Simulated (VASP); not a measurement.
# Te$_{2}$W (space group Pmn2_1): computed properties

Level of theory: PBEsol GGA, VASP's PBE PAW potentials (set 64) (plane waves; VASP).

```json
{
  "space_group": "Pmn2_1 (31)",
  "cell": "a = 3.462 Å, b = 6.252 Å, c = 14.209 Å, α = β = γ = 90.00°",
  "volume_per_atom": "25.63 Å³/atom",
  "band gap (over mesh and band path)": "none (metal, semimetal or under 0.01 eV)",
  "density": "9.48 g/cm³"
}
```

Space group Pmn2₁ (No. 31); a = 3.462 Å, b = 6.252 Å, c = 14.209 Å, α = β = γ = 90.00°

| atom | site | symmetry | x | y | z |
|---|---|---|---|---|---|
| Te | 2a | m.. | 0.0000 | 0.2063 | 0.4052 |
| Te | 2a | m.. | 0.0000 | 0.2999 | 0.8608 |
| Te | 2a | m.. | 0.5000 | 0.1445 | 0.1544 |
| Te | 2a | m.. | 0.0000 | 0.6494 | 0.1097 |
| W | 2a | m.. | 0.0000 | 0.0435 | 0.0152 |
| W | 2a | m.. | 0.5000 | 0.3996 | 0.0000 |

Without a dispersion term in the relaxation, distances and binding between the weakly bound layers, chains or molecules are unreliable, and so is what depends on them. Unless said otherwise, spin-orbit coupling is left out, though it shifts the bands of the heavy elements here.

The structure comes from a computed database's Te2W entry (Pmn2_1); how it stands against other phases isn't given here. It was relaxed first, which changed the volume by -8 %. Symmetry was kept, so distortions that lower it aren't found.
